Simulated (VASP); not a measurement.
Method: r2SCAN meta-GGA, VASP's PBE PAW potentials (set 64) (plane waves; VASP).

VASP input:

File KPOINTS_OPT:
```
k-points along high-symmetry lines
6
Line-mode
Reciprocal
  0.000000   0.000000   0.000000 ! GAMMA
  0.500000   0.000000   0.000000 ! M

  0.500000   0.000000   0.000000 ! M
  0.333333   0.333333   0.000000 ! K

  0.333333   0.333333   0.000000 ! K
  0.000000   0.000000   0.000000 ! GAMMA

  0.000000   0.000000   0.000000 ! GAMMA
  0.000000   0.000000   0.500000 ! A

  0.000000   0.000000   0.500000 ! A
  0.500000   0.000000   0.500000 ! L

  0.500000   0.000000   0.500000 ! L
  0.333333   0.333333   0.500000 ! H

  0.333333   0.333333   0.500000 ! H
  0.000000   0.000000   0.500000 ! A

  0.500000   0.000000   0.500000 ! L
  0.500000   0.000000   0.000000 ! M

  0.333333   0.333333   0.500000 ! H
  0.333333   0.333333   0.000000 ! K
```

**KPOINTS**
```
kpoints
0
Gamma
  9 9 13
```

POSCAR:
```
Si2Mo
1
    4.3016219411     0.0000000333    -0.0000000000
   -2.1508114499     3.7253137574     0.0000000000
    0.0000000000     0.0000000000     2.5663318886
Mo Si
1 2
Direct
  0.0000000000   0.0000000000   1.0000000000
  0.3333330000   0.6666670000   0.5000000000
  0.6666670000   0.3333330000   0.5000000000
```

### INCAR
```
! general
SYSTEM  = Si2Mo
PREC    = Accurate
ENCUT   = 400   ! plane-wave cut-off (eV)
LREAL   = .FALSE.   ! projection in real space or not
LASPH   = .TRUE.   ! aspherical one-centre terms

! electronic loop
EDIFF   = 1E-7   ! SCF stop (eV)
NELM    = 100   ! most electronic steps
ALGO    = Normal   ! blocked Davidson
LMAXMIX = 4   ! l cut-off of mixed one-centre charges
LMIXTAU = .TRUE.

! smearing
ISMEAR  = -5

! functional
METAGGA = R2SCAN

! ions
ISIF    = 2   ! forces and stress, cell fixed

! output
LWAVE   = .FALSE.
LCHARG  = .FALSE.
LORBIT  = 11   ! lm-projected
NEDOS   = 601   ! DOS grid

! other
LEFG    = .TRUE.
```

POTCAR, in this order: Mo_sv Si (PBE.64 set). Program: vasp_std.

What VASP printed:

**OSZICAR**
```
       N       E                     dE             d eps       ncg     rms          rms(c)
DAV:   1     0.757489198205E+02    0.75749E+02   -0.10229E+04  2560   0.117E+03
DAV:   2    -0.478974757765E+02   -0.12365E+03   -0.12229E+03  3220   0.306E+02
DAV:   3    -0.501548128083E+02   -0.22573E+01   -0.22404E+01  3171   0.388E+01
DAV:   4    -0.501685498497E+02   -0.13737E-01   -0.13679E-01  2968   0.329E+00
DAV:   5    -0.501686848364E+02   -0.13499E-03   -0.13291E-03  3213   0.267E-01    0.214E+01
DAV:   6    -0.430026061555E+02    0.71661E+01   -0.87935E+00  3017   0.265E+01    0.502E+00
DAV:   7    -0.427226568656E+02    0.27995E+00   -0.19887E+00  2997   0.103E+01    0.387E+00
DAV:   8    -0.428997564273E+02   -0.17710E+00   -0.36776E-01  2863   0.420E+00    0.183E+00
DAV:   9    -0.428911477983E+02    0.86086E-02   -0.46279E-02  2653   0.239E+00    0.393E-01
DAV:  10    -0.429049911002E+02   -0.13843E-01   -0.36455E-02  2583   0.186E+00    0.141E-01
DAV:  11    -0.429067232283E+02   -0.17321E-02   -0.65936E-03  2590   0.767E-01    0.660E-02
DAV:  12    -0.429070501949E+02   -0.32697E-03   -0.31504E-03  2660   0.547E-01    0.212E-02
DAV:  13    -0.429081124398E+02   -0.10622E-02   -0.92251E-04  2660   0.303E-01    0.131E-02
DAV:  14    -0.429079595839E+02    0.15286E-03   -0.47347E-05  3066   0.814E-02    0.270E-03
DAV:  15    -0.429080952299E+02   -0.13565E-03   -0.14743E-05  2611   0.525E-02    0.164E-03
DAV:  16    -0.429080662886E+02    0.28941E-04   -0.19199E-06  2870   0.132E-02    0.133E-03
DAV:  17    -0.429080758381E+02   -0.95496E-05   -0.24721E-07  2489   0.554E-03    0.153E-04
DAV:  18    -0.429080677944E+02    0.80437E-05   -0.38469E-08  1372   0.271E-03    0.239E-04
DAV:  19    -0.429080686204E+02   -0.82600E-06   -0.32584E-09  1337   0.575E-04    0.168E-04
DAV:  20    -0.429080689610E+02   -0.34055E-06   -0.21595E-09  1323   0.510E-04    0.409E-05
DAV:  21    -0.429080698935E+02   -0.93258E-06   -0.76300E-10  1316   0.353E-04    0.194E-05
DAV:  22    -0.429080697162E+02    0.17732E-06   -0.38494E-11  1309   0.667E-05    0.921E-06
DAV:  23    -0.429080697222E+02   -0.59877E-08   -0.61259E-12  1274   0.231E-05
   1 F= -.42908070E+02 E0= -.42908070E+02  d E =0.000000E+00
       N       E                     dE             ncg
```

**OUTCAR**
```
------------------------ aborting loop because EDIFF is reached ----------------------------------------
  FORCE on cell =-STRESS in cart. coord.  units (eV):
  Direction    XX          YY          ZZ          XY          YZ          ZX
  --------------------------------------------------------------------------------------
  Total       -0.3494688     -0.3494688      0.5295729      0.0000000     -0.0000000     -0.0000000
  in kB      -13.6147958    -13.6147950     20.6313853      0.0000016     -0.0000000     -0.0000000
  external PRESSURE =      -2.1994019 kB  Pullay stress =       0.0000000 kB
  volume of cell :       41.13
      direct lattice vectors                 reciprocal lattice vectors
     4.301621941  0.000000033  0.000000000     0.232470452  0.134216912  0.000000000
    -2.150811450  3.725313757  0.000000000    -0.000000002  0.268433764  0.000000000
     0.000000000  0.000000000  2.566331889     0.000000000  0.000000000  0.389661214
 POSITION                                       TOTAL-FORCE (eV/Angst)
 -----------------------------------------------------------------------------------
      0.00000      0.00000      0.00000        -0.000000      0.000000      0.000000
     -0.00000      2.48354      1.28317         0.000000     -0.000000     -0.000000
      2.15081      1.24177      1.28317        -0.000000      0.000000      0.000000
 -----------------------------------------------------------------------------------
    total drift:                               -0.000000      0.000000     -0.000000
  FREE ENERGIE OF THE ION-ELECTRON SYSTEM (eV)
  ---------------------------------------------------
  free  energy   TOTEN  =       -42.9080697222 eV

  energy  without entropy=      -42.9080697222  energy(sigma->0) =      -42.90806972

 total charge

# of ion       s       p       d       tot
------------------------------------------
    1        2.298   6.167   4.074  12.539
    2        0.746   0.858   0.000   1.604
    3        0.746   0.858   0.000   1.604
--------------------------------------------------
tot          3.790   7.883   4.074  15.747

 Electric field gradients after diagonalization (V/A^2)
 (convention: |V_zz| > |V_xx| > |V_yy|)
----------------------------------------------------------------------
 ion       V_xx      V_yy      V_zz     asymmetry (V_yy - V_xx)/ V_zz
----------------------------------------------------------------------
   1      21.033    21.030   -42.063       0.000
   2      -6.326    -6.326    12.652       0.000
   3      -6.326    -6.326    12.652       0.000
```
(Selected blocks of OUTCAR.)

**OUTCAR**
```
 val. band max:       12.6854363148   @ k =   0.3333   0.3333   0.1538

 cond. band min:      12.4317640450   @ k =   0.1111   0.1111   0.3846


 Fermi energy:        12.5389407930

 k-point     1 :       0.0000    0.0000    0.0000
  band No.  band energies     occupation
      1     -50.8836      2.00000
      2     -24.2699      2.00000
      3     -24.2698      2.00000
      4     -23.4275      2.00000
      5      -2.2654      2.00000
      6       5.5556      2.00000
      7       5.5556      2.00000
      8       7.0223      2.00000
      9       7.8101      2.00000
     10      11.2190      2.00000
     11      11.2191      2.00000
     12      14.3557      0.00000
     13      14.3557      0.00000
     14      15.6499      0.00000
     15      15.6500      0.00000

 k-point     2 :       0.1111    0.0000    0.0000
  band No.  band energies     occupation
      1     -50.8835      2.00000
      2     -24.2729      2.00000
      3     -24.2706      2.00000
      4     -23.4272      2.00000
      5      -2.1178      2.00000
      6       4.5969      2.00000
      7       5.6299      2.00000
      8       7.7509      2.00000
      9       8.1573      2.00000
     10      10.7764      2.00000
     11      11.0575      2.00000
     12      14.2829      0.00000
     13      14.3431      0.00000
     14      15.8618      0.00000
     15      15.9463      0.00000

 k-point     3 :       0.2222    0.0000    0.0000
  band No.  band energies     occupation
      1     -50.8833      2.00000
      2     -24.2810      2.00000
      3     -24.2724      2.00000
      4     -23.4272      2.00000
      5      -1.6873      2.00000
      6       3.3181      2.00000
      7       5.8325      2.00000
      8       7.5300      2.00000
      9       9.4570      2.00000
     10      10.5107      2.00000
     11      10.6615      2.00000
     12      14.1153      0.00000
     13      14.3116      0.00000
     14      16.3412      0.00000
     15      16.4240      0.00000
...
```

For a metal the tetrahedron method with Blöchl corrections gives inexact stress and forces.

The structure was generated: Si2Mo was put into the AlB2 type (P6/mmm), which need not be its known phase. It was relaxed first, which changed the volume by -42 %.
